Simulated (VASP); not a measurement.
Calculation: PBEsol GGA, VASP's PBE PAW potentials (set 64) (plane waves; VASP).

VASP ran on this input.

### INCAR
```
# general
SYSTEM =Bi
PREC   =Accurate
ENCUT  =530
LREAL  =F
LASPH  =T

# electronic loop
EDIFF  =1E-7
NELM   =100
ALGO   =Normal
LMAXMIX=4

# smearing
ISMEAR =1
SIGMA  =0.1

# functional
GGA    =PS

# ions
IBRION =6
NSW    =1
ISIF   =3
POTIM  =0.015
NFREE  =2

# output
LWAVE  =F
LCHARG =F
```

### KPOINTS
```
Automatic mesh
0
Gamma
9 9 9
0 0 0
```

### POSCAR
```
Bi
1.0
  4.0941311410  -2.2616652923  -0.0157056033
  4.0941311410   2.2616652923  -0.0157056033
  2.8590103799   0.0000000000   3.7018030766
Bi
2
Direct
  0.2366323659   0.2366323659   0.2366323659
  0.7633676341   0.7633676341   0.7633676341
```

POTCAR, in this order: Bi_d (PBE.64 set). Program: vasp_std.

Output of the run:

**OSZICAR**
```
...
DAV:   3    -0.861054596065E+01    0.88806E-01   -0.28818E-01 10144   0.852E+00    0.330E-01
DAV:   4    -0.860968591295E+01    0.86005E-03   -0.24346E-02  8753   0.183E+00    0.967E-02
DAV:   5    -0.860976403773E+01   -0.78125E-04   -0.21682E-03 10977   0.591E-01    0.450E-02
DAV:   6    -0.860975178039E+01    0.12257E-04   -0.35334E-04  9082   0.354E-01    0.770E-03
DAV:   7    -0.860975257283E+01   -0.79245E-06   -0.23914E-05 10942   0.589E-02    0.248E-03
DAV:   8    -0.860975315219E+01   -0.57936E-06   -0.15157E-06  9978   0.148E-02    0.950E-04
DAV:   9    -0.860975303112E+01    0.12108E-06   -0.16169E-07  4374   0.663E-03    0.273E-04
DAV:  10    -0.860975308511E+01   -0.53992E-07   -0.24976E-08  3976   0.244E-03
   7 F= -.86097531E+01 E0= -.86097872E+01  d E =0.102291E-03
       N       E                     dE             d eps       ncg     rms          rms(c)
DAV:   1    -0.874173175980E+01   -0.13198E+00   -0.44859E+00 15237   0.296E+01    0.184E+00
DAV:   2    -0.864468515588E+01    0.97047E-01   -0.22657E-01 16046   0.766E+00    0.939E-01
DAV:   3    -0.861190832518E+01    0.32777E-01   -0.10756E-01 18094   0.521E+00    0.196E-01
DAV:   4    -0.861190289697E+01    0.54282E-05   -0.13193E-02 15134   0.148E+00    0.676E-02
DAV:   5    -0.861178557704E+01    0.11732E-03   -0.10229E-03 19391   0.490E-01    0.248E-02
DAV:   6    -0.861179221241E+01   -0.66354E-05   -0.15115E-04 15841   0.198E-01    0.620E-03
DAV:   7    -0.861179150873E+01    0.70368E-06   -0.89282E-06 18674   0.364E-02    0.227E-03
DAV:   8    -0.861179100774E+01    0.50099E-06   -0.13965E-06 18318   0.153E-02    0.101E-03
DAV:   9    -0.861179108115E+01   -0.73417E-07   -0.17486E-07  7216   0.655E-03
   8 F= -.86117911E+01 E0= -.86118101E+01  d E =0.570223E-04
       N       E                     dE             d eps       ncg     rms          rms(c)
DAV:   1    -0.871473365221E+01   -0.10294E+00   -0.21775E+00 16986   0.135E+01    0.149E+00
DAV:   2    -0.864857036745E+01    0.66163E-01   -0.12126E-01 15208   0.519E+00    0.935E-01
DAV:   3    -0.861056349550E+01    0.38007E-01   -0.86566E-02 17422   0.455E+00    0.104E-01
DAV:   4    -0.861175864865E+01   -0.11952E-02   -0.18262E-02 14616   0.182E+00    0.537E-02
DAV:   5    -0.861178765524E+01   -0.29007E-04   -0.66750E-04 17443   0.325E-01    0.568E-03
DAV:   6    -0.861179073158E+01   -0.30763E-05   -0.33974E-05 18302   0.584E-02    0.289E-03
DAV:   7    -0.861179106674E+01   -0.33517E-06   -0.11759E-06 18606   0.151E-02    0.105E-03
DAV:   8    -0.861179107299E+01   -0.62491E-08   -0.51110E-08  7453   0.487E-03
   9 F= -.86117911E+01 E0= -.86118101E+01  d E =0.570385E-04
       N       E                     dE             d eps       ncg     rms          rms(c)
DAV:   1    -0.868468722792E+01   -0.72896E-01   -0.20722E+00 16270   0.139E+01    0.112E+00
DAV:   2    -0.863635372234E+01    0.48334E-01   -0.98808E-02 15251   0.425E+00    0.702E-01
DAV:   3    -0.861008733383E+01    0.26266E-01   -0.78937E-02 17022   0.331E+00    0.903E-02
DAV:   4    -0.861090463284E+01   -0.81730E-03   -0.13264E-02 14478   0.136E+00    0.434E-02
DAV:   5    -0.861093252971E+01   -0.27897E-04   -0.47852E-04 18502   0.263E-01    0.830E-03
DAV:   6    -0.861093334491E+01   -0.81520E-06   -0.27837E-05 17635   0.646E-02    0.261E-03
DAV:   7    -0.861093359451E+01   -0.24960E-06   -0.23950E-06 18189   0.177E-02    0.971E-04
DAV:   8    -0.861093357266E+01    0.21857E-07   -0.12734E-07  8550   0.626E-03
  10 F= -.86109336E+01 E0= -.86109782E+01  d E =0.133904E-03
       N       E                     dE             d eps       ncg     rms          rms(c)
DAV:   1    -0.873684522871E+01   -0.12591E+00   -0.24000E+00 16008   0.140E+01    0.153E+00
DAV:   2    -0.865508339022E+01    0.81762E-01   -0.15315E-01 15130   0.548E+00    0.966E-01
DAV:   3    -0.860947369304E+01    0.45610E-01   -0.12413E-01 17112   0.472E+00    0.116E-01
DAV:   4    -0.861089055587E+01   -0.14169E-02   -0.23856E-02 14444   0.200E+00    0.603E-02
DAV:   5    -0.861093026189E+01   -0.39706E-04   -0.91667E-04 18093   0.387E-01    0.923E-03
DAV:   6    -0.861093332929E+01   -0.30674E-05   -0.51625E-05 17358   0.883E-02    0.463E-03
DAV:   7    -0.861093352046E+01   -0.19117E-06   -0.38598E-06 18065   0.184E-02    0.997E-04
DAV:   8    -0.861093354320E+01   -0.22736E-07   -0.22388E-07 11429   0.392E-03
  11 F= -.86109335E+01 E0= -.86109782E+01  d E =0.133916E-03
       N       E                     dE             d eps       ncg     rms          rms(c)
DAV:   1    -0.866899739776E+01   -0.58064E-01   -0.21065E+00  8802   0.132E+01    0.102E+00
DAV:   2    -0.863518829828E+01    0.33809E-01   -0.94846E-02  8819   0.424E+00    0.647E-01
DAV:   3    -0.860980871249E+01    0.25380E-01   -0.55021E-02  9677   0.344E+00    0.799E-02
DAV:   4    -0.861074422680E+01   -0.93551E-03   -0.13005E-02  8327   0.133E+00    0.532E-02
DAV:   5    -0.861070127613E+01    0.42951E-04   -0.94043E-04 10149   0.357E-01    0.909E-03
DAV:   6    -0.861072409984E+01   -0.22824E-04   -0.18396E-04  8647   0.142E-01    0.650E-03
DAV:   7    -0.861073474755E+01   -0.10648E-04   -0.12887E-05 10496   0.376E-02    0.281E-03
DAV:   8    -0.861073463757E+01    0.10998E-06   -0.19246E-06  8633   0.192E-02    0.958E-04
DAV:   9    -0.861073482503E+01   -0.18747E-06   -0.21412E-07  5444   0.463E-03    0.366E-04
DAV:  10    -0.861073478811E+01    0.36919E-07   -0.45837E-08  4000   0.277E-03
  12 F= -.86107348E+01 E0= -.86107608E+01  d E =0.780487E-04
       N       E                     dE             d eps       ncg     rms          rms(c)
DAV:   1    -0.873802884972E+01   -0.12729E+00   -0.29099E+00  8399   0.150E+01    0.154E+00
DAV:   2    -0.865564941431E+01    0.82379E-01   -0.17108E-01  8339   0.567E+00    0.967E-01
DAV:   3    -0.860935084027E+01    0.46299E-01   -0.12424E-01  9636   0.444E+00    0.110E-01
DAV:   4    -0.861091918536E+01   -0.15683E-02   -0.23264E-02  8147   0.189E+00    0.618E-02
DAV:   5    -0.861094980447E+01   -0.30619E-04   -0.77256E-04  9493   0.314E-01    0.802E-03
DAV:   6    -0.861095225409E+01   -0.24496E-05   -0.46831E-05 10585   0.621E-02    0.408E-03
DAV:   7    -0.861095242282E+01   -0.16873E-06   -0.30557E-06 10418   0.221E-02    0.113E-03
DAV:   8    -0.861095246106E+01   -0.38241E-07   -0.18881E-07  6033   0.602E-03
  13 F= -.86109525E+01 E0= -.86109638E+01  d E =0.341310E-04
       N       E                     dE             d eps       ncg     rms          rms(c)
DAV:   1    -0.863855273645E+01   -0.27600E-01   -0.24403E+00  8949   0.130E+01    0.785E-01
DAV:   2    -0.862352612349E+01    0.15027E-01   -0.10598E-01 10317   0.405E+00    0.483E-01
DAV:   3    -0.861242236792E+01    0.11104E-01   -0.30879E-02  9614   0.240E+00    0.487E-02
DAV:   4    -0.861299910338E+01   -0.57674E-03   -0.66449E-03  8258   0.964E-01    0.302E-02
DAV:   5    -0.861301238720E+01   -0.13284E-04   -0.22317E-04 11518   0.144E-01    0.132E-02
DAV:   6    -0.861301085807E+01    0.15291E-05   -0.72137E-06 11154   0.455E-02    0.259E-03
DAV:   7    -0.861301094078E+01   -0.82706E-07   -0.95512E-07  8476   0.890E-03
  14 F= -.86130109E+01 E0= -.86130508E+01  d E =0.119469E-03
       N       E                     dE             d eps       ncg     rms          rms(c)
DAV:   1    -0.859901399132E+01    0.13997E-01   -0.51658E+00  8471   0.152E+01    0.153E-01
DAV:   2    -0.861290555343E+01   -0.13892E-01   -0.14218E-01 11442   0.384E+00    0.622E-02
DAV:   3    -0.861291455842E+01   -0.90050E-05   -0.11191E-03  8645   0.355E-01    0.394E-02
DAV:   4    -0.861288952567E+01    0.25033E-04   -0.25456E-04  9813   0.212E-01    0.110E-02
DAV:   5    -0.861289220232E+01   -0.26767E-05   -0.11908E-05 10935   0.341E-02    0.513E-03
DAV:   6    -0.861289138462E+01    0.81770E-06   -0.25958E-06  9581   0.233E-02    0.659E-04
DAV:   7    -0.861289131976E+01    0.64866E-07   -0.10854E-07  4186   0.465E-03
  15 F= -.86128913E+01 E0= -.86129096E+01  d E =0.549680E-04
```

File OUTCAR:
```
------------------------ aborting loop because EDIFF is reached ----------------------------------------
  FORCE on cell =-STRESS in cart. coord.  units (eV):
  Direction    XX          YY          ZZ          XY          YZ          ZX
  --------------------------------------------------------------------------------------
  Total        0.0774579      0.0377069      0.0462937      0.0000000      0.0000000     -0.0213208
  in kB        1.8049217      0.8786454      1.0787344      0.0000000      0.0000000     -0.4968157
  external PRESSURE =       1.2541005 kB  Pullay stress =       0.0000000 kB
  volume of cell :       68.76
      direct lattice vectors                 reciprocal lattice vectors
     4.094131141 -2.261665292 -0.015705603     0.121765274 -0.221076037 -0.094042869
     4.094131141  2.261665292 -0.015705603     0.121765274  0.221076037 -0.094042869
     2.859010380  0.000000000  3.701803077     0.001033225  0.000000000  0.269340637
 POSITION                                       TOTAL-FORCE (eV/Angst)
 -----------------------------------------------------------------------------------
      2.59914      0.00000      0.86853         0.058678      0.000000      0.010064
      8.43313      0.00000      2.80186        -0.058678      0.000000     -0.010064
 -----------------------------------------------------------------------------------
    total drift:                               -0.000271      0.000000      0.000100
  FREE ENERGIE OF THE ION-ELECTRON SYSTEM (eV)
  ---------------------------------------------------
  free  energy   TOTEN  =        -8.6128913198 eV

  energy  without entropy=       -8.6129462877  energy(sigma->0) =       -8.61290964

   1 f  =    2.962842 THz    18.616084 2PiTHz   98.829764 cm-1    12.253324 meV
             X         Y         Z           dx          dy          dz
      2.614142  0.000000  0.868534    -0.671039   -0.000000   -0.222949
      8.433130  0.000000  2.801858     0.671039    0.000000    0.222949

   2 f  =    1.983507 THz    12.462744 2PiTHz   66.162681 cm-1     8.203123 meV
             X         Y         Z           dx          dy          dz
      2.614142  0.000000  0.868534    -0.222949    0.000000    0.671039
      8.433130  0.000000  2.801858     0.222949   -0.000000   -0.671039

   3 f  =    1.983507 THz    12.462742 2PiTHz   66.162671 cm-1     8.203122 meV
             X         Y         Z           dx          dy          dz
      2.614142  0.000000  0.868534     0.000000    0.707107   -0.000000
      8.433130  0.000000  2.801858    -0.000000   -0.707107    0.000000

   4 f/i=    0.000000 THz     0.000000 2PiTHz    0.000001 cm-1     0.000000 meV
             X         Y         Z           dx          dy          dz
      2.614142  0.000000  0.868534     0.600954   -0.372632    0.000000
      8.433130  0.000000  2.801858     0.600954   -0.372632    0.000000

   5 f/i=    0.000000 THz     0.000000 2PiTHz    0.000001 cm-1     0.000000 meV
             X         Y         Z           dx          dy          dz
      2.614142  0.000000  0.868534    -0.094885   -0.153024    0.683799
      8.433130  0.000000  2.801858    -0.094885   -0.153024    0.683799

   6 f/i=    0.000000 THz     0.000000 2PiTHz    0.000001 cm-1     0.000000 meV
             X         Y         Z           dx          dy          dz
      2.614142  0.000000  0.868534     0.360349    0.581145    0.180054
      8.433130  0.000000  2.801858     0.360349    0.581145    0.180054

 ELASTIC MODULI CONTR FROM IONIC RELAXATION (kBar)
 Direction    XX          YY          ZZ          XY          YZ          ZX
 --------------------------------------------------------------------------------
 XX        -310.3869      3.2157    -63.6194     -0.0000     -0.0000    196.2596
 YY           3.2157   -136.6425    -98.5770      0.0000      0.0000   -164.5451
 ZZ         -63.6194    -98.5770    -85.1275      0.0000      0.0000    -77.8255
 XY          -0.0000      0.0000      0.0000   -233.6419   -215.5512      0.0000
 YZ          -0.0000      0.0000      0.0000   -215.5512   -198.8613      0.0000
 ZX         196.2596   -164.5451    -77.8255      0.0000      0.0000   -317.4219
 --------------------------------------------------------------------------------

 TOTAL ELASTIC MODULI (kBar)
 Direction    XX          YY          ZZ          XY          YZ          ZX
 --------------------------------------------------------------------------------
 XX         506.4690    217.6454    340.3510     -0.0000     -0.0000    -53.8984
 YY         217.6454    797.2441    347.2644      0.0000      0.0000     77.6136
 ZZ         340.3510    347.2644    641.6782      0.0000      0.0000   -122.6207
 XY          -0.0000      0.0000      0.0000     89.5758     46.1190      0.0000
 YZ          -0.0000      0.0000      0.0000     46.1190    303.5243      0.0000
 ZX         -53.8984     77.6136   -122.6207      0.0000      0.0000    201.8194
 --------------------------------------------------------------------------------
```
(Selected blocks of OUTCAR.)

Tensors are in the Cartesian frame of the cell as typed. Finite-difference elastic constants of metals are sensitive to mesh and smearing; shear constants can be off by tens of GPa.

The compound is Bi in the a7 structure. It was relaxed first.
